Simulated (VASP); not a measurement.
VASP input:

POSCAR:
```
GaP
1
    0.0000000000     2.7353058328     2.7353058328
    2.7353058328     0.0000000000     2.7353058328
    2.7353058328     2.7353058328     0.0000000000
Ga P
1 1
Direct
  0.0000000000   0.0000000000   0.0000000000
  0.2500000000   0.2500000000   0.2500000000
```

### INCAR
```
SYSTEM = GaP
PREC = Accurate
ENCUT = 520
EDIFF = 1E-7
NELM = 100
ALGO = Normal
LREAL = .FALSE.
LASPH = .TRUE.
ISMEAR = -5
GGA = PE
IVDW = 11
LMAXMIX = 4
LWAVE = .FALSE.
LCHARG = .TRUE.
LORBIT = 11
NEDOS = 601
ISIF = 2
```

### KPOINTS
```
Automatic mesh
0
Gamma
9 9 9
0 0 0
```

POTCAR, in this order: Ga_d P (PBE.64 set). Program: vasp_std.

Question: Write an equivalent input for Quantum ESPRESSO's pw.x.

Answer: One equivalent input (not run):
```
&CONTROL
  calculation = 'scf'
  pseudo_dir = './pseudo'
  outdir = './out'
  tprnfor = .true.
  tstress = .true.
/
&SYSTEM
  ibrav = 0
  nat = 2
  ntyp = 2
  ecutwfc = 80
  occupations = 'tetrahedra'
  input_dft = 'pbe'
  vdw_corr = 'grimme-d3'
  dftd3_version = 3
  dftd3_threebody = .false.
/
&ELECTRONS
  conv_thr = 7.3e-09
  electron_maxstep = 100
/
ATOMIC_SPECIES
  Ga 69.723 Ga.upf
  P 30.974 P.upf
CELL_PARAMETERS angstrom
     0.0000000    2.7353058    2.7353058
     2.7353058    0.0000000    2.7353058
     2.7353058    2.7353058    0.0000000
ATOMIC_POSITIONS crystal
  Ga   0.0000000  0.0000000  0.0000000
  P    0.2500000  0.2500000  0.2500000
K_POINTS automatic
  9 9 9 0 0 0
```
Limits of the translation: the potentials are each code's own (VASP's PAW set, PseudoDojo norm-conserving files in pw.x), so ENCUT and ecutwfc are chosen apart and not converted; conv_thr bounds pw.x's estimated SCF error, while EDIFF bounds the energy change between steps.

The compound is GaP in the zinc blende structure. It was relaxed first.
